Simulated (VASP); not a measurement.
Input:

```yaml
crystal:
  lattice:
    - [0.00000, 2.13933, 2.13933]
    - [2.13933, 0.00000, 2.13933]
    - [2.13933, 2.13933, 0.00000]
  atoms:
    - { symbol: Si, position: [0.25000, 0.25000, 0.25000] }
    - { symbol: C, position: [0.00000, 0.00000, 0.00000] }
```

Calculation: PBE GGA, VASP's PBE PAW potentials (set 64) (plane waves; VASP 6.6.1). Settings: 400 eV cut-off, 13×13×13 Γ-centred mesh, Gaussian smearing of 0.010 eV, potentials Si C.

At this cut-off the stress carries a Pulay error, which pulls relaxed volumes low.

Q: Give the stress tensor in GPa (positive for a compressed cell).

A: 
```
15.77   0.00   0.00
 0.00  15.77   0.00
 0.00   0.00  15.77
```
The pressure is its mean diagonal, 15.77 GPa.

The structure comes from a computed database's SiC entry; how it stands against other phases isn't given here. The cell was not relaxed at this level.
